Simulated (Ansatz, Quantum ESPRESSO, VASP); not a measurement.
# One structure in several programs: Ca2Si (P1, 3 atoms in the cell)

Self-consistent single point, at a second geometry (atoms moved at random). First geometry:

```
CELL_PARAMETERS angstrom
      0.00000     3.58523     3.58523
      3.58523     0.00000     3.58523
      3.58523     3.58523     0.00000
ATOMIC_POSITIONS crystal
  Ca 0.75000 0.75000 0.75000
  Ca 0.25000 0.25000 0.25000
  Si 0.00000 0.00000 0.00000
```

Second geometry:
```yaml
crystal:
  lattice:
    - [0.00000, 3.58523, 3.58523]
    - [3.58523, 0.00000, 3.58523]
    - [3.58523, 3.58523, 0.00000]
  atoms:
    - { symbol: Ca, position: [0.74004, 0.75489, 0.74908] }
    - { symbol: Ca, position: [0.25878, 0.24706, 0.24924] }
    - { symbol: Si, position: [0.00118, 0.99805, 0.00168] }
```

Shared settings, as Ansatz (a first-principles code) writes them: kpoints.mp_grid.grid = 8 8 8; scf.occupations.method = fixed. Potentials and cutoffs stand in the table.

```tsv
code	model	ΔF from the first geometry (meV/atom)	pressure (GPa)	largest force (eV/Å)	gap on the mesh (eV)	cutoff
VASP	PBEsol, VASP's PBE PAW potentials (set 64)	3.1	-1.22	0.236	0.487	300 eV
Ansatz	PBEsol, default PAW files made with PBE	3.1	-1.19	0.234	0.492	420 eV
Quantum ESPRESSO	PBEsol, GBRV 1.5 ultrasoft (PBESOL) pseudopotentials	3.1	-1.20	0.234	0.494	40 Ry
```

Size of the force on each atom (eV/Å): Sizes of forces hide their directions.

```
code                Ca1    Ca2    Si3
----------------  -----  -----  -----
VASP              0.236  0.197  0.054
Ansatz            0.234  0.196  0.053
Quantum ESPRESSO  0.234  0.196  0.053
```

Gaps are read on the mesh.

The spread over the programs that give each value: ΔF from the first geometry within 0.0 meV/atom; pressure within 0.03 GPa; largest force within 0.002 eV/Å; gap on the mesh within 0.007 eV.

Ansatz's pressure is given at a fixed set of plane waves, as the other plane-wave codes print theirs.

VASP's run is marked for a possible Pulay error in its stress at this cutoff; no cutoff test was made.

VASP ran the fixed occupations as a Gaussian smearing of 0.01 eV.

The starting cell comes from a database of computed structures (which also holds hypothetical and non-ambient phases and stackings), without a prior relaxation at this level. For this run, on top of that: atoms moved at random.

Left out of this page: CP2K and SIESTA (not drawn, or without a comparable value).

Keys are those of Ansatz 0.2.
